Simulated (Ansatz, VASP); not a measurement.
# ZrSc2As3: VASP beside Ansatz

INCAR

```
SYSTEM = ZrSc2As3
ALGO = Normal
EDIFF = 1E-6
EDIFFG = -0.01
ENCUT = 600
GGA = PE
IBRION = 2
ISIF = 3
ISMEAR = 0
LASPH = .True.
LCHARG = .False.
LREAL = .False.
LWAVE = .False.
NELM = 100
NSW = 100
PREC = Accurate
SIGMA = 0.1
```

File KPOINTS:

```
k-points
0
Gamma
  9 9 10
  0 0 0
```

File POSCAR:

```
ZrSc2As3
1.0
    6.1162052595      0.0000000000      0.0000000000
   -3.0581026297      5.2967891295      0.0000000000
    0.0000000000      0.0000000000      3.9672311304
Zr Sc As
1 2 3
Direct
    0.0000000000      0.0000000000      0.0000000000
    0.3333333333      0.6666666667      0.0000000000
    0.6666666667      0.3333333333      0.0000000000
    0.0000000000      0.5000000000      0.5000000000
    0.5000000000      0.5000000000      0.5000000000
    0.5000000000      0.0000000000      0.5000000000
```

Input for Ansatz:

```yaml
crystal:
  lattice:
    - [6.1162052595, 0.0, 0.0]
    - [-3.0581026297, 5.2967891295, 0.0]
    - [0.0, 0.0, 3.9672311304]
  atoms:
    - { symbol: Zr, position: [0.0, 0.0, 0.0] }
    - { symbol: Sc, position: [0.3333333333, 0.6666666667, 0.0] }
    - { symbol: Sc, position: [0.6666666667, 0.3333333333, 0.0] }
    - { symbol: As, position: [0.0, 0.5, 0.5] }
    - { symbol: As, position: [0.5, 0.5, 0.5] }
    - { symbol: As, position: [0.5, 0.0, 0.5] }
basis:
  ecutwfc: 420
kpoints:
  mp_grid: { grid: [9, 9, 10] }
hamiltonian:
  xc: pbe
scf:
  occupations: { method: gaussian, width: 0.1 }
output:
  forces: true
  stress: true
  eigenvalues: true
  write_density: true
  write_potential: true
  elf: true
  volumetric_format: npy
relax:
  adjacent_minimum: "off"
  f_tol: 0.01
  max_steps: 80
  cell: { stress_tol: 0.05 }
```

Change from the starting cell: species swapped into the CeSi2Ru3 type (P6/mmm, No. 191).

Alike in both runs: task relaxation of cell and atoms; functional PBE; k mesh 9 × 9 × 10; occupations gaussian, width 0.1 eV; no spin polarisation.

|  | VASP | Ansatz |
| --- | --- | --- |
| version | VASP 6.6.1 | Ansatz 0.2.0 |
| potentials or method | VASP PAW PBE potentials, release 64 (Zr_sv, Sc_sv, As) | scalar-relativistic, plane waves, PAW |
| plane-wave cutoff (eV) | 600 | 420 |
| valence electrons in the cell | 49 | 79 |

VASP gave:

| Item | Value |
| --- | --- |
| gap on the k mesh at the Fermi level, each at its own relaxed structure (eV) | none |
| relaxed volume (Å³/atom) | 21.29 |
| relaxed cell length with the largest relative difference (Å) | 3.984 |

Problem. Estimate Ansatz's values.

Solution. gap on the k mesh at the Fermi level, each at its own relaxed structure (eV): none; relaxed volume (Å³/atom): 21.25; relaxed cell length with the largest relative difference (Å): 3.975.

A gap of «none» marks a metal or a gap that the smearing closes. The two sets of potentials don't hold the same shells in valence.
